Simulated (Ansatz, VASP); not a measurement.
# MoS2: VASP beside Ansatz

Wanted: the spread between two codes on one cell, functional and k mesh. The cell is taken from a series of runs on this material, whose earlier steps may have relaxed, scaled, displaced or heated it; both programs get it as it stands.

Main program and level: Ansatz 0.2.0; plane waves, with VASP 6.6.1 beside it; zone-centre phonons at PBEsol with D3(BJ).

## (1) Starting point

The cell holds 6 atoms: 2 Mo and 4 S. Cell: a = 3.113 Å, b = 3.113 Å, c = 42.380 Å, α = 90.0°, β = 90.0°, γ = 120.0°. Vacuum lies along c.

As a file:

```
Mo S
1.0
     3.11293    0.00000    0.00000
    -1.55647    2.69588    0.00000
     0.00000    0.00000   42.37996
Mo S
2 4
Direct
  0.33333 0.66667 0.22916
  0.66667 0.33333 0.36758
  0.66667 0.33333 0.19226
  0.66667 0.33333 0.26606
  0.33333 0.66667 0.33068
  0.33333 0.66667 0.40449
```

## (2) VASP: zone-centre phonons, PBEsol with D3(BJ)

Second derivatives magnify differences that forces hide, and they need a tight electronic threshold.

Lines of VASP's logs that name or quote its potential files are left out, and so is its time.

INCAR

```
SYSTEM = MoS2
PREC = Accurate
ENCUT = 500
EDIFF = 1E-08
NELM = 120
ISMEAR = 0
SIGMA = 0.01
LREAL = .FALSE.
ALGO = Normal
GGA = PS
IVDW = 12
NBANDS = 32
LASPH = .TRUE.
LORBIT = 11
LWAVE = .FALSE.
LCHARG = .FALSE.
ISIF = 2
IBRION = 6
NFREE = 2
POTIM = 0.015
NSW = 1
GGA_COMPAT = .FALSE.
EFERMI = MIDGAP
NELMDL = -8
KPAR = 2
```

POSCAR

```
MoS2
1.0
    3.1129309124      0.0000000000      0.0000000000
   -1.5564654562      2.6958772504      0.0000000000
    0.0000000000      0.0000000000     42.3799560400
Mo S
2 4
Direct
    0.3333333334      0.6666666668      0.2291641103
    0.6666666668      0.3333333334      0.3675802557
    0.6666666668      0.3333333334      0.1922561716
    0.6666666668      0.3333333334      0.2660634940
    0.3333333334      0.6666666668      0.3306808720
    0.3333333334      0.6666666668      0.4044881944
```

KPOINTS

```
Automatic mesh
0
Gamma
9 9 1
0 0 0
```

PAW data sets: Mo_sv and S (PBE family, release 64).

Started as:

```
$ mpirun -np 2 vasp_std
```

Numbers of over 12 decimals in the logs are rounded to 6 here.

The program printed:

```text
[banner, memory and clock lines left out]
running    2 mpi-ranks, on    1 nodes
 distrk:  each k-point on    1 cores,    2 groups
 distr:  one band on    1 cores,    1 groups

 POSCAR found type information on POSCAR MoS
 POSCAR found :  2 types and       6 ions
|                                                                             |
|               ----> ADVICE to this user running VASP <----                  |
|                                                                             |
|     You enforced a specific xc type in the INCAR file but a different       |
|     [... a line on the potential file left out ...]
|     I HOPE YOU KNOW WHAT YOU ARE DOING!                                     |
|                                                                             |

 LDA part: xc-table for (Slater+PW92), standard interpolation
 POSCAR, INCAR and KPOINTS ok, starting setup
 FFT: planning ... GRIDC
 FFT: planning ... GRID_SOFT
 FFT: planning ... GRID
 WAVECAR not read
 entering main loop
       N       E                     dE             d eps       ncg     rms          rms(c)
DAV:   1     0.451597860889E+03    0.45160E+03   -0.25679E+04   976   0.126E+03
DAV:   2    -0.108483225895E+02   -0.46245E+03   -0.45410E+03  1064   0.304E+02
DAV:   3    -0.486174773328E+02   -0.37769E+02   -0.37502E+02   944   0.834E+01
DAV:   4    -0.496142844611E+02   -0.99681E+00   -0.99209E+00  1000   0.141E+01
DAV:   5    -0.496407010736E+02   -0.26417E-01   -0.26379E-01   976   0.223E+00
DAV:   6    -0.496418840086E+02   -0.11829E-02   -0.11826E-02  1048   0.442E-01
DAV:   7    -0.496419236875E+02   -0.39679E-04   -0.39644E-04  1024   0.702E-02
DAV:   8    -0.496419251666E+02   -0.14790E-05   -0.14785E-05  1032   0.110E-02    0.380E+01
DAV:   9    -0.475112624773E+02    0.21307E+01   -0.16872E+01   840   0.232E+01    0.131E+01
DAV:  10    -0.472505378633E+02    0.26072E+00   -0.86036E+00   848   0.152E+01    0.872E+00
DAV:  11    -0.468248358692E+02    0.42570E+00   -0.17242E+00   880   0.752E+00    0.309E+00
DAV:  12    -0.468423195498E+02   -0.17484E-01   -0.19578E-01  1024   0.209E+00    0.170E+00
DAV:  13    -0.468248776925E+02    0.17442E-01   -0.94313E-02   912   0.176E+00    0.301E-01
DAV:  14    -0.468245055110E+02    0.37218E-03   -0.42551E-03   968   0.362E-01    0.202E-01
[...]
DAV:  26    -0.468246664263E+02   -0.29509E-05   -0.56438E-08   800   0.796E-04    0.557E-04
DAV:  27    -0.468246684963E+02   -0.20700E-05   -0.39834E-08   672   0.467E-04    0.466E-04
DAV:  28    -0.468246693583E+02   -0.86206E-06   -0.15239E-08   712   0.448E-04    0.956E-05
DAV:  29    -0.468246696607E+02   -0.30232E-06    0.83526E-10   592   0.220E-04    0.109E-04
DAV:  30    -0.468246698267E+02   -0.16599E-06    0.24042E-09   624   0.120E-04    0.778E-05
DAV:  31    -0.468246698632E+02   -0.36554E-07    0.45085E-09   544   0.722E-05    0.354E-05
DAV:  32    -0.468246698876E+02   -0.24405E-07    0.45732E-09   536   0.398E-05    0.103E-05
DAV:  33    -0.468246698908E+02   -0.31678E-08    0.47485E-09   504   0.193E-05
   1 F= -.48758165E+02 E0= -.48758165E+02  d E =0.000000E+00
[...]
8 F= -.48756127E+02 E0= -.48756127E+02  d E =0.000000E+00
[...]
9 F= -.48756157E+02 E0= -.48756157E+02  d E =0.000000E+00
[...]
10 F= -.48757004E+02 E0= -.48757004E+02  d E =0.000000E+00
[...]
11 F= -.48757004E+02 E0= -.48757004E+02  d E =0.000000E+00
[...]
12 F= -.48756058E+02 E0= -.48756058E+02  d E =0.000000E+00
 Finite differences progress:
  Degree of freedom:   6/  6
  Displacement:        1/  2
  Total:              11/ 12
 bond charge predicted
       N       E                     dE             d eps       ncg     rms          rms(c)
DAV:   1    -0.468205106452E+02    0.15158E-02   -0.10164E+00   768   0.365E+00    0.965E-01
DAV:   2    -0.468233242979E+02   -0.28137E-02   -0.35307E-02   976   0.839E-01    0.375E-01
DAV:   3    -0.468232472258E+02    0.77072E-04   -0.64909E-04   864   0.137E-01    0.231E-01
DAV:   4    -0.468232125473E+02    0.34679E-04   -0.36329E-04   912   0.804E-02    0.344E-02
DAV:   5    -0.468232074016E+02    0.51457E-05   -0.53716E-05   912   0.430E-02    0.299E-02
DAV:   6    -0.468232062090E+02    0.11925E-05   -0.93157E-06   944   0.164E-02    0.187E-02
DAV:   7    -0.468232058487E+02    0.36029E-06   -0.16744E-06   904   0.630E-03    0.121E-02
DAV:   8    -0.468232056484E+02    0.20030E-06   -0.10591E-06   952   0.589E-03    0.374E-03
DAV:   9    -0.468232057260E+02   -0.77583E-07   -0.38768E-07   776   0.270E-03    0.152E-03
DAV:  10    -0.468232057348E+02   -0.88148E-08   -0.18520E-08   776   0.794E-04
  13 F= -.48756161E+02 E0= -.48756161E+02  d E =0.000000E+00
 Finite differences progress:
  Degree of freedom:   6/  6
  Displacement:        2/  2
  Total:              12/ 12
```

OUTCAR, selected parts (step 2):

```text
ion  position               nearest neighbor table
   1  0.333  0.667  0.229-   4 2.38   4 2.38   4 2.38   3 2.38   3 2.38   3 2.38
   2  0.667  0.333  0.368-   5 2.38   5 2.38   5 2.38   6 2.38   6 2.38   6 2.38
   3  0.667  0.333  0.192-   1 2.38   1 2.38   1 2.38
   4  0.667  0.333  0.266-   1 2.38   1 2.38   1 2.38
   5  0.333  0.667  0.331-   2 2.38   2 2.38   2 2.38
   6  0.333  0.667  0.404-   2 2.38   2 2.38   2 2.38

  LATTYP: Found a hexagonal cell.
 ALAT       =     3.1129309124
 C/A-ratio  =    13.6141653100

 Subroutine GETGRP returns: Found 12 space group operations
 (whereof  6 operations were pure point group operations)

The static configuration has the point symmetry C_3v.
 The point group associated with its full space group is D_3d.

 Found     12 irreducible k-points:

   k-points           NKPTS =     12   k-points in BZ     NKDIM =     12   number of bands    NBANDS=     32

   dimension x,y,z NGX =    24 NGY =   24 NGZ =  320
   dimension x,y,z NGXF=    48 NGYF=   48 NGZF=  640

   ENCUT  =  500.0 eV  36.75 Ry    6.06 a.u.   5.68  5.68 77.27*2*pi/ulx,y,z

   NELECT =      52.0000    total number of electrons

 k-points in reciprocal lattice and weights: Automatic mesh
   0.00000000  0.00000000  0.00000000       0.012
   0.11111111  0.00000000  0.00000000       0.074
   0.22222222  0.00000000  0.00000000       0.074
   0.33333333  0.00000000  0.00000000       0.074
   0.44444444  0.00000000  0.00000000       0.074
   0.11111111  0.11111111  0.00000000       0.074
   0.22222222  0.11111111  0.00000000       0.148
   0.33333333  0.11111111  0.00000000       0.148
   0.44444444  0.11111111  0.00000000       0.074
   0.22222222  0.22222222  0.00000000       0.074
   0.33333333  0.22222222  0.00000000       0.148
   0.33333333  0.33333333  0.00000000       0.025

 Edisp (eV)   -1.93403

 average (electrostatic) potential at core
       1 -83.3078       2 -83.2977       3 -93.3722       4 -93.4121       5 -93.3914
       6 -93.3533

 E-fermi :  -0.9028

 k-point     1 :       0.0000    0.0000    0.0000
  band No.  band energies     occupation
    ...
     22      -3.5054      2.00000
     23      -3.5054      2.00000
     24      -3.4010      2.00000
     25      -2.4739      2.00000
     26      -1.4643      2.00000
     27       0.8237      0.00000
     28       0.8237      0.00000
     29       0.8551      0.00000
     30       0.8551      0.00000
     31       1.0445      0.00000
    ...

 k-point     2 :       0.1111    0.0000    0.0000
  band No.  band energies     occupation
    ...
     22      -3.8067      2.00000
     23      -3.3748      2.00000
     24      -2.9619      2.00000
     25      -2.4942      2.00000
     26      -1.8057      2.00000
     27       0.5997      0.00000
     28       0.6361      0.00000
     29       0.6587      0.00000
     30       0.7852      0.00000
     31       0.8217      0.00000
    ...

 k-point     3 :       0.2222    0.0000    0.0000
  band No.  band energies     occupation
    ...
     22      -3.9331      2.00000
     23      -3.5699      2.00000
     24      -3.1616      2.00000
     25      -2.8148      2.00000
     26      -2.7050      2.00000
     27      -0.0224      0.00000
     28       0.3778      0.00000
     29       0.3822      0.00000
     30       0.5821      0.00000
     31       0.7556      0.00000
    ...

 Edisp (eV)   -1.93296

  Total       0.15786     0.15786     0.40116    -0.00000     0.00000     0.00000
  in kB       0.71115     0.71115     1.80717    -0.00000     0.00000     0.00000
  external pressure =        1.08 kB  Pullay stress =        0.00 kB

  energy-cutoff  :      500.00
[...]
1.55647      0.89863      8.14781        -0.000000      0.000000     -0.028138
      1.55647      0.89863     11.26076        -0.000000      0.000000      0.274301
      0.00000      1.79725     14.01424         0.000000      0.000000     -0.002662
      0.00000      1.79725     17.14219         0.000000     -0.000000     -0.000110
 -----------------------------------------------------------------------------------
    total drift:                               -0.000001     -0.000001      0.000223

  FREE ENERGIE OF THE ION-ELECTRON SYSTEM (eV)
  ---------------------------------------------------
  free  energy   TOTEN  =       -48.7561608036 eV

  energy  without entropy=      -48.7561608036  energy(sigma->0) =      -48.75616080

 Eigenvectors and eigenvalues of the dynamical matrix
 ----------------------------------------------------

   1 f  =   14.324580 THz    90.003990 2PiTHz  477.816553 cm-1    59.241676 meV
             X         Y         Z           dx          dy          dz
      0.000000  1.797252  9.711965     0.000000    0.000000    0.442369
      1.556465  0.898626 15.578035     0.000000    0.000000   -0.442369
      1.556465  0.898626  8.147808    -0.000000   -0.000000   -0.378607
      1.556465  0.898626 11.275759     0.000000   -0.000000   -0.401206
      0.000000  1.797252 14.014241    -0.000000   -0.000000    0.401206
      0.000000  1.797252 17.142192    -0.000000   -0.000000    0.378607

   2 f  =   14.269932 THz    89.660629 2PiTHz  475.993708 cm-1    59.015672 meV
             X         Y         Z           dx          dy          dz
      0.000000  1.797252  9.711965    -0.000000    0.000000    0.447417
      1.556465  0.898626 15.578035    -0.000000    0.000000    0.447417
      1.556465  0.898626  8.147808     0.000000   -0.000000   -0.395737
      1.556465  0.898626 11.275759     0.000000    0.000000   -0.378432
      0.000000  1.797252 14.014241    -0.000000   -0.000000   -0.378432
      0.000000  1.797252 17.142192     0.000000    0.000000   -0.395737

   3 f  =   12.423612 THz    78.059858 2PiTHz  414.407097 cm-1    51.379909 meV
             X         Y         Z           dx          dy          dz
      0.000000  1.797252  9.711965    -0.000000   -0.000000    0.021995
      1.556465  0.898626 15.578035    -0.000000   -0.000000   -0.021995
      1.556465  0.898626  8.147808     0.000000    0.000000   -0.501760
      1.556465  0.898626 11.275759     0.000000   -0.000000    0.497748
      0.000000  1.797252 14.014241     0.000000    0.000000   -0.497748
      0.000000  1.797252 17.142192     0.000000    0.000000    0.501760

   4 f  =   12.265103 THz    77.063915 2PiTHz  409.119799 cm-1    50.724367 meV
             X         Y         Z           dx          dy          dz
      0.000000  1.797252  9.711965    -0.000000    0.000000    0.007803
      1.556465  0.898626 15.578035    -0.000000    0.000000    0.007803
      1.556465  0.898626  8.147808     0.000000   -0.000000    0.493260
      1.556465  0.898626 11.275759     0.000000   -0.000000   -0.506590
      0.000000  1.797252 14.014241     0.000000   -0.000000   -0.506590
      0.000000  1.797252 17.142192     0.000000   -0.000000    0.493260

   5 f  =   11.704432 THz    73.541117 2PiTHz  390.417835 cm-1    48.405621 meV
             X         Y         Z           dx          dy          dz
      0.000000  1.797252  9.711965    -0.000007    0.447676    0.000000
      1.556465  0.898626 15.578035    -0.000007    0.447676    0.000000
      1.556465  0.898626  8.147808     0.000006   -0.392422   -0.000000
      1.556465  0.898626 11.275759     0.000006   -0.381565    0.000000
      0.000000  1.797252 14.014241     0.000006   -0.381565    0.000000
      0.000000  1.797252 17.142192     0.000006   -0.392422   -0.000000

   6 f  =   11.704432 THz    73.541117 2PiTHz  390.417835 cm-1    48.405621 meV
             X         Y         Z           dx          dy          dz
      0.000000  1.797252  9.711965     0.447676    0.000007   -0.000000
      1.556465  0.898626 15.578035     0.447676    0.000007   -0.000000
      1.556465  0.898626  8.147808    -0.392422   -0.000006   -0.000000
      1.556465  0.898626 11.275759    -0.381565   -0.000006   -0.000000
      0.000000  1.797252 14.014241    -0.381565   -0.000006   -0.000000
      0.000000  1.797252 17.142192    -0.392422   -0.000006    0.000000

   7 f  =   11.691144 THz    73.457627 2PiTHz  389.974602 cm-1    48.350667 meV
             X         Y         Z           dx          dy          dz
      0.000000  1.797252  9.711965    -0.000004   -0.446673    0.000000
      1.556465  0.898626 15.578035     0.000004    0.446673   -0.000000
      1.556465  0.898626  8.147808     0.000003    0.391551   -0.000000
      1.556465  0.898626 11.275759     0.000003    0.383629    0.000000
      0.000000  1.797252 14.014241    -0.000003   -0.383629    0.000000
      0.000000  1.797252 17.142192    -0.000003   -0.391551   -0.000000

   8 f  =   11.691144 THz    73.457627 2PiTHz  389.974602 cm-1    48.350667 meV
             X         Y         Z           dx          dy          dz
      0.000000  1.797252  9.711965    -0.446673    0.000004   -0.000000
      1.556465  0.898626 15.578035     0.446673   -0.000004    0.000000
      1.556465  0.898626  8.147808     0.391551   -0.000003   -0.000000
      1.556465  0.898626 11.275759     0.383629   -0.000003   -0.000000
      0.000000  1.797252 14.014241    -0.383629    0.000003   -0.000000
      0.000000  1.797252 17.142192    -0.391551    0.000003    0.000000

   9 f  =    8.714339 THz    54.753804 2PiTHz  290.679047 cm-1    36.039592 meV
             X         Y         Z           dx          dy          dz
      0.000000  1.797252  9.711965     0.000000    0.004488    0.000000
      1.556465  0.898626 15.578035    -0.000000   -0.004488    0.000000
      1.556465  0.898626  8.147808    -0.000003   -0.492236    0.000000
      1.556465  0.898626 11.275759     0.000003    0.507626    0.000000
      0.000000  1.797252 14.014241    -0.000003   -0.507626    0.000000
      0.000000  1.797252 17.142192     0.000003    0.492236    0.000000

  10 f  =    8.714339 THz    54.753804 2PiTHz  290.679047 cm-1    36.039592 meV
             X         Y         Z           dx          dy          dz
      0.000000  1.797252  9.711965    -0.004488    0.000000   -0.000000
      1.556465  0.898626 15.578035     0.004488   -0.000000    0.000000
      1.556465  0.898626  8.147808     0.492236   -0.000003   -0.000000
      1.556465  0.898626 11.275759    -0.507626    0.000003   -0.000000
      0.000000  1.797252 14.014241     0.507626   -0.000003   -0.000000
      0.000000  1.797252 17.142192    -0.492236    0.000003    0.000000

  11 f  =    8.639210 THz    54.281760 2PiTHz  288.173043 cm-1    35.728888 meV
             X         Y         Z           dx          dy          dz
      0.000000  1.797252  9.711965     0.000000   -0.004907   -0.000000
      1.556465  0.898626 15.578035     0.000000   -0.004907   -0.000000
      1.556465  0.898626  8.147808     0.000008   -0.495796    0.000000
      1.556465  0.898626 11.275759    -0.000008    0.504145   -0.000000
      0.000000  1.797252 14.014241    -0.000008    0.504145   -0.000000
      0.000000  1.797252 17.142192     0.000008   -0.495796   -0.000000

  12 f  =    8.639210 THz    54.281760 2PiTHz  288.173043 cm-1    35.728888 meV
             X         Y         Z           dx          dy          dz
      0.000000  1.797252  9.711965     0.004907    0.000000    0.000000
      1.556465  0.898626 15.578035     0.004907    0.000000   -0.000000
      1.556465  0.898626  8.147808     0.495796    0.000008    0.000000
      1.556465  0.898626 11.275759    -0.504145   -0.000008    0.000000
      0.000000  1.797252 14.014241    -0.504145   -0.000008    0.000000
      0.000000  1.797252 17.142192     0.495796    0.000008   -0.000000

  13 f  =    1.629238 THz    10.236805 2PiTHz   54.345533 cm-1     6.737984 meV
             X         Y         Z           dx          dy          dz
      0.000000  1.797252  9.711965     0.000000   -0.000000   -0.551204
      1.556465  0.898626 15.578035    -0.000000    0.000000    0.551204
      1.556465  0.898626  8.147808     0.000000   -0.000000   -0.323873
      1.556465  0.898626 11.275759     0.000000   -0.000000   -0.302127
      0.000000  1.797252 14.014241    -0.000000    0.000000    0.302127
      0.000000  1.797252 17.142192    -0.000000    0.000000    0.323873
    [... 42 further lines ...]
      1.556465  0.898626 11.275759    -0.300112    0.100890    0.000000
      0.000000  1.797252 14.014241    -0.300112    0.100890    0.000000
      0.000000  1.797252 17.142192    -0.300031    0.100863    0.000000

 ELASTIC MODULI CONTR FROM IONIC RELAXATION (kBar)
 Direction    XX          YY          ZZ          XY          YZ          ZX
 --------------------------------------------------------------------------------
 XX        -130.7961    -85.4697   -308.0110      0.0000     -2.9269      0.0000
 YY         -85.4697   -130.7961   -308.0110      0.0000      2.9269      0.0000
 ZZ        -308.0110   -308.0110   -916.3868      0.0000     -0.0000      0.0000
 XY           0.0000      0.0000      0.0000    -22.6632      0.0000     -2.9269
 YZ          -2.9269      2.9269     -0.0000      0.0000   -448.8278      0.0000
 ZX           0.0000      0.0000      0.0000     -2.9269      0.0000   -448.8277
 --------------------------------------------------------------------------------

 total charge
# of ion       s       p       d       tot
------------------------------------------
    1        2.305   6.239   4.025  12.569
    2        2.305   6.239   4.025  12.569
    3        1.358   2.335   0.000   3.692
    4        1.360   2.334   0.000   3.694
    5        1.360   2.334   0.000   3.694
    6        1.358   2.335   0.000   3.692
--------------------------------------------------
tot         10.045  21.815   8.050  39.910

[... 3 further parts left out ...]
```

CONTCAR:

```
MoS2
   1.00000000000000
     3.1129309124000000    0.0000000000000000    0.0000000000000000
    -1.5564654562000000    2.6958772504000001    0.0000000000000000
     0.0000000000000000    0.0000000000000000   42.3799560400000033
  Mo              S
     2     4
Direct
     0.3333333333999988    0.6666666667999976    0.2291641102999975
     0.6666666667999976    0.3333333333999988    0.3675802556999983
     0.6666666667999976    0.3333333333999988    0.1922561716000004
     0.6666666667999978    0.3333333333999988    0.2657095530948748
     0.3333333333999988    0.6666666667999976    0.3306808720000021
     0.3333333333999988    0.6666666667999976    0.4044881944000025
```

The last energy, forces, stress and levels in OUTCAR belong to the last displaced cell, not to the cell of POSCAR.

Levels, forces or a CONTCAR printed for this step are those of its last displaced cell, not of the structure at rest.

[end of part 1 of 2]

[Lines on the potential files, build, host, timing and source positions are cut from VASP's logs without a mark.]

[Logs are printed without paths, hosts, clocks, repeated set-up lines and the standing remarks that a program may print on its own settings, such as how far it seeks lower states.]

[Hosts, paths, dates, database ids (printed as entryN), source tags and the programs' standing remarks are cut or masked in the printed files.]
